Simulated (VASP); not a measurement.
# MgB2: cell size against the level of theory

Aim: relax MgB2 at several levels and hold each cell against experiment. The levels: PBE, LDA, r2SCAN and PBE + D3(BJ). LASPH is on for some levels and off for others; the table marks which. The start is a cell from a database of measured crystal structures.

Main program and level: VASP 6.6.1; PBE; plane waves and PAW (Mg, B), in the first sound run; inputs show where later runs differ.

Experimental background.

“Valence electron distribution in MgB2 studied by accurate diffraction measurements and first principle calculations” (2002, arxiv:cond-mat/0210107) quotes from earlier work for MgB2, hexagonal, P6/mmm (well-characterised powder, 300 K): lattice constant a (a, room temperature) 0.3086 nm [literature value from earlier work, used here as input for the diffraction calculations]; lattice constant c (c, room temperature) 0.3521 nm [literature value from earlier work, used here as input for the diffraction calculations].

This is a report of a sequence of runs, with most program output left out.

## Step 1: The structure

Before any relaxation, the start is as follows. It takes space group P6/mmm (No. 191, hexagonal). The conventional cell has a = 3.082 Å, b = 3.082 Å, c = 3.515 Å, α = 90.00°, β = 90.00°, γ = 120.00°. Mg has 12 B at 2.50 Å nearest. Nearest to B lie 3 B at 1.78 Å and 6 Mg at 2.50 Å. Farther neighbours are not listed.

Structure file:

```cif
data_structure
_symmetry_space_group_name_H-M 'P6/mmm'
_symmetry_Int_Tables_number 191
_cell_length_a 3.0823
_cell_length_b 3.0823
_cell_length_c 3.5146
_cell_angle_alpha 90.000
_cell_angle_beta 90.000
_cell_angle_gamma 120.000
_cell_volume 28.92
loop_
_atom_site_label
_atom_site_type_symbol
_atom_site_symmetry_multiplicity
_atom_site_Wyckoff_symbol
_atom_site_fract_x
_atom_site_fract_y
_atom_site_fract_z
_atom_site_occupancy
Mg1 Mg 1 a 0.00000 0.00000 0.00000 1
B1 B 2 d 0.33333 0.66667 0.50000 1
```

## Step 2: Relaxation with PBE

The start need not lie at this functional's minimum. ISIF = 3 frees volume, shape and positions, and EDIFFG sets the threshold on forces and stress at which the search stops. PBE, the usual starting point, adds the gradient of the density.

INCAR reads:

```
SYSTEM = MgB2
PREC = Accurate
ENCUT = 520
EDIFF = 1E-06
NELM = 100
ISMEAR = -1
SIGMA = 0.05
LREAL = .FALSE.
ALGO = Normal
GGA = PE
NBANDS = 10
LORBIT = 11
LWAVE = .FALSE.
LCHARG = .FALSE.
KPAR = 2
IBRION = 2
NSW = 60
ISIF = 3
EDIFFG = -0.01
```

POSCAR reads:

```
MgB2
1.0
    3.0823000000      0.0000000000      0.0000000000
   -1.5411500000      2.6693501021      0.0000000000
    0.0000000000      0.0000000000      3.5146100000
Mg B
1 2
Direct
    0.0000000000      0.0000000000      0.0000000000
    0.3333333333      0.6666666667      0.5000000000
    0.6666666667      0.3333333333      0.5000000000
```

KPOINTS reads:

```
Automatic mesh
0
Gamma
8 8 6
0 0 0
```

PAW data sets: Mg and B (PBE family, release 64).

Command:

```bash
> mpirun -np 2 vasp_std
```

The job ended after 16 s (2 MPI ranks of AMD EPYC 7R43, shared host; peak memory 0.24 GiB; 31 s of CPU time).

The k-mesh is coarse for a metal. The run keeps the 24 symmetry operations of its start, so it cannot find a distortion of lower symmetry.

Relaxation path:

```csv
step,energy less that of the first step (eV),largest force (eV/Å),pressure (GPa),volume (Å³)
1,0.0000,0.0000,-0.58,28.92
2,-0.0003,0.0000,0.11,28.77
3,-0.0003,0.0000,0.13,28.77
4,-0.0004,0.0000,0.01,28.78
```

| conventional cell, symmetrised | before | after | change |
| --- | --- | --- | --- |
| a (Å) | 3.082 | 3.081 | -0.0 % |
| b (Å) | 3.082 | 3.081 | -0.0 % |
| c (Å) | 3.515 | 3.500 | -0.4 % |
| volume (Å³/atom) | 9.64 | 9.59 | -0.5 % |

The relaxed structure:

```xyz
3
Lattice="3.0811 0.0000 0.0000 -1.5406 2.6683 0.0000 0.0000 0.0000 3.5001" Properties=species:S:1:pos:R:3 pbc="T T T"
Mg    0.0000    0.0000    0.0000
B     0.0000    1.7789    1.7501
B     1.5406    0.8894    1.7501
```

Numbers from this step:

| Quantity | Value |
| --- | --- |
| electrons | 8 |
| bands | 10 |
| irreducible k-points | 40 |
| symmetry operations | 24 |
| free energy (TOTEN) | -15.32 eV |
| energy at zero smearing | -15.31 eV |
| Fermi energy | 5.322 eV |
| pressure | 0.01110 GPa |
| metallic | yes |
| SCF cycles over all ionic steps | 23 |

It ends with forces that vanish by symmetry and a pressure of 0.01 GPa. The volume lies -0.5 % from that of the database's start, which holds the thermal and zero-point expansion of its experiment. The conventional cell has a = 3.081 and c = 3.500 Å.

## Step 3: Relaxation with LDA

This step: LDA; plane waves and PAW (Mg, B) (VASP 6.6.1).

LDA, the lowest rung, knows the local density alone.

INCAR: that of step 2 with these lines changed.

```diff
@@ -9,3 +9,3 @@
 ALGO = Normal
-GGA = PE
+GGA = CA
 NBANDS = 10
```

POSCAR is that of step 2.

KPOINTS is that of step 2.

Command:

```bash
> mpirun -np 2 vasp_std
```

Run time: 18 s. Hardware: 2 MPI ranks; peak memory 0.22 GiB; 35 s of CPU time.

The PAW data sets were made with PBE, though LDA sets exist; this is a small mismatch.

Step by step:

```
step  energy less that of the first step (eV)  largest force (eV/Å)  pressure (GPa)  volume (Å³)
   1                                   0.0000                0.0000           -6.40        28.92
   2                                  -0.0219                0.0000            2.39        27.34
   3                                  -0.0247                0.0000            0.03        27.72
   4                                  -0.0264                0.0000            0.02        27.66
   5                                  -0.0265                0.0000            0.01        27.64
```

```
conventional cell, symmetrised  before  after  change
                         a (Å)   3.082  3.048  -1.1 %
                         b (Å)   3.082  3.048  -1.1 %
                         c (Å)   3.515  3.437  -2.2 %
              volume (Å³/atom)    9.64   9.21  -4.4 %
```

Final coordinates:

```
Mg B
1.0
     3.04757    0.00000    0.00000
    -1.52378    2.63927    0.00000
     0.00000    0.00000    3.43659
Mg B
1 2
Cartesian
  0.0000 0.0000 0.0000
  0.0000 1.7595 1.7183
  1.5238 0.8798 1.7183
```

Numbers from this step:

| Property | Result |
| --- | --- |
| free energy (TOTEN) | -16.95 eV |
| energy at zero smearing | -16.94 eV |
| Fermi energy | 5.379 eV |
| pressure | 0.01329 GPa |
| SCF cycles over all ionic steps | 33 |

It ends at 9.214 Å³/atom, -4.4 % from the start, with 0.01 GPa left. The conventional cell has a = 3.048 and c = 3.437 Å.

## Step 4: Relaxation with r2SCAN

This step: r2SCAN; plane waves and PAW (Mg, B) (VASP 6.6.1).

r2SCAN adds the kinetic-energy density, costs more than a GGA and is run with LASPH.

INCAR: that of step 3 with these lines changed.

```diff
@@ -9,3 +9,4 @@
 ALGO = Normal
-GGA = CA
+METAGGA = R2SCAN
+LASPH = .TRUE.
 NBANDS = 10
```

POSCAR is that of step 3.

KPOINTS is that of step 3.

Command:

```bash
> mpirun -np 2 vasp_std
```

Elapsed: 1.7 min, on 2 MPI ranks; peak memory 0.23 GiB; 3.3 min of CPU time.

The PAW data sets were made with PBE, which is usual practice but a small mismatch for other functionals.

Relaxation path:

```
step  energy less that of the first step (eV)  largest force (eV/Å)  pressure (GPa)  volume (Å³)
   1                                   0.0000                0.0000           -1.92        28.92
   2                                  -0.0023                0.0000            0.62        28.44
   3                                  -0.0024                0.0000            0.10        28.53
   4                                  -0.0027                0.0000            0.05        28.52
   5                                  -0.0027                0.0000            0.03        28.51
```

| conventional cell, symmetrised | before | after | change |
| --- | --- | --- | --- |
| a (Å) | 3.082 | 3.074 | -0.3 % |
| b (Å) | 3.082 | 3.074 | -0.3 % |
| c (Å) | 3.515 | 3.483 | -0.9 % |
| volume (Å³/atom) | 9.64 | 9.50 | -1.4 % |

Final coordinates:

```xyz
3
Lattice="3.0743 0.0000 0.0000 -1.5371 2.6624 0.0000 0.0000 0.0000 3.4832" Properties=species:S:1:pos:R:3 pbc="T T T"
Mg    0.0000    0.0000    0.0000
B     0.0000    1.7749    1.7416
B     1.5371    0.8875    1.7416
```

It ends at 9.503 Å³/atom, -1.4 % from the start, with 0.03 GPa left. The conventional cell has a = 3.074 and c = 3.483 Å.

## Step 5: Relaxation with PBE + D3(BJ)

This step: PBE with D3(BJ); plane waves and PAW (Mg, B) (VASP 6.6.1).

A dispersion term adds the long-range attraction that semilocal functionals lack. D3 with Becke-Johnson damping keeps a finite attraction at short range.

INCAR: that of step 4 with these lines changed.

```diff
@@ -9,4 +9,4 @@
 ALGO = Normal
-METAGGA = R2SCAN
-LASPH = .TRUE.
+GGA = PE
+IVDW = 12
 NBANDS = 10
```

POSCAR is that of step 4.

KPOINTS is that of step 4.

Command:

```bash
> mpirun -np 2 vasp_std
```

Wall time 19 s (2 MPI ranks); peak memory 0.26 GiB; 37 s of CPU time.

Dispersion corrections of this kind ignore metallic screening and tend to overbind metals.

The steps of the relaxation:

```csv
step,energy less that of the first step (eV),largest force (eV/Å),pressure (GPa),volume (Å³)
1,0.0000,0.0000,-5.40,28.92
2,-0.0165,0.0000,1.83,27.58
3,-0.0181,0.0000,0.08,27.88
4,-0.0196,0.0000,0.04,27.83
5,-0.0197,0.0000,0.02,27.81
```

```
conventional cell, symmetrised  before  after  change
                         a (Å)   3.082  3.054  -0.9 %
                         b (Å)   3.082  3.054  -0.9 %
                         c (Å)   3.515  3.443  -2.0 %
              volume (Å³/atom)    9.64   9.27  -3.8 %
```

The relaxed structure:

```cif
data_structure
_symmetry_space_group_name_H-M 'P 1'
_symmetry_Int_Tables_number 1
_cell_length_a 3.0540
_cell_length_b 3.0540
_cell_length_c 3.4431
_cell_angle_alpha 90.000
_cell_angle_beta 90.000
_cell_angle_gamma 120.000
_cell_volume 27.81
loop_
_atom_site_label
_atom_site_type_symbol
_atom_site_fract_x
_atom_site_fract_y
_atom_site_fract_z
_atom_site_occupancy
Mg1 Mg 0.00000 0.00000 0.00000 1
B2 B 0.33333 0.66667 0.50000 1
B3 B 0.66667 0.33333 0.50000 1
```

It ends at 9.271 Å³/atom, -3.8 % from the start, with 0.02 GPa left. The conventional cell has a = 3.054 and c = 3.443 Å. Against plain PBE, the dispersion term moves a by -0.9 % and c by -1.6 %.

## Step 6: The cells as a table

This step: relaxed cells at several levels; plane waves and PAW (VASP 6.6.1).

No new run; the numbers come from the runs before.

Lengths are those of the conventional cell; cost is the wall time of each run, as given at its step, times its ranks, without the set-up around it; LASPH differs between rows, which moves results and costs too. Results by level, by row:

| level | volume (Å³/atom) | change from the start (%) | a (Å) | c (Å) | cost (core minutes) | LASPH |
| --- | --- | --- | --- | --- | --- | --- |
| PBE | 9.59 | -0.5 | 3.081 | 3.5 | 0.54 | off |
| LDA | 9.21 | -4.4 | 3.048 | 3.437 | 0.6 | off |
| r2SCAN | 9.5 | -1.4 | 3.074 | 3.483 | 3.37 | on |
| PBE + D3(BJ) | 9.27 | -3.8 | 3.054 | 3.443 | 0.64 | off |

## Step 7: Summary of results

* volume, PBE: 9.592 Å³/atom
* volume, LDA: 9.214 Å³/atom
* volume, r2SCAN: 9.503 Å³/atom
* volume, PBE + D3(BJ): 9.271 Å³/atom

In words: For MgB2 the levels give volumes between 9.214 Å³/atom (LDA) and 9.592 Å³/atom (PBE), a spread of 4.1 %, while the cost of the finished runs spans a factor of 6.2. Within 1 % of experiment on every length: PBE. The nearest, PBE, is among the cheap ones. Thermal and zero-point expansion, often some tenths of a per cent in length, bear on this order: with the measured lengths lowered by an assumed 0.4 % the nearest is still PBE. The costs hold the number of ionic steps as well as the price of the functional. Adding D3(BJ) to PBE changes the volume by -3.4 % (a by -0.9 % and c by -1.6 %). Pairwise corrections of the D and TS kind ignore the screening in a metal, so they may overbind here. Within 0.02 Å all end in space group P6/mmm; the runs can't lower the symmetry of the start. The k-sampling is coarse for a metal, so the Fermi level, pressures and the shape of the cell carry errors. LASPH is on for some levels and off for others, so differences between them are not the functional's alone. Each is a single relaxation on the plane waves of the start cell, so larger changes of volume carry a basis-set error that was not tested here.

Computed beside measured:

| quantity | measured | PBE | LDA | r2SCAN | PBE + D3(BJ) |
| --- | --- | --- | --- | --- | --- |
| lattice constant a (Å) | 3.086 | 3.081 (-0.2 %) | 3.048 (-1.2 %) | 3.074 (-0.4 %) | 3.054 (-1.0 %) |
| lattice constant c (Å) | 3.521 | 3.500 (-0.6 %) | 3.437 (-2.4 %) | 3.483 (-1.1 %) | 3.443 (-2.2 %) |

Measured values from arxiv:cond-mat/0210107 (2002).

Verdict: For the lattice constant a, of the levels listed nearest comes PBE (-0.2 %, good agreement) and farthest LDA (-1.2 %, fair agreement). For the lattice constant c, of the levels listed nearest comes PBE (-0.6 %, good agreement) and farthest LDA (-2.4 %, a clear miss). The grades are ours: good and fair within 0.7 and 1.5 % for the lattice constant a and 0.8 and 2 % for the lattice constant c. For lattice constants the calculation has a static lattice, without zero-point motion or thermal expansion (measured at up to 300 K).

[Lines on the potential files, build, host, timing and source positions are cut from VASP's logs without a mark.]

[Logs are printed without paths, hosts, clocks, repeated set-up lines and the standing remarks that a program may print on its own settings, such as how far it seeks lower states.]

[Hosts, paths, dates, database ids (printed as entryN), source tags and the programs' standing remarks are cut or masked in the printed files.]

[A measured line is paired with the nearest computed mode of its activity, which favours agreement.]
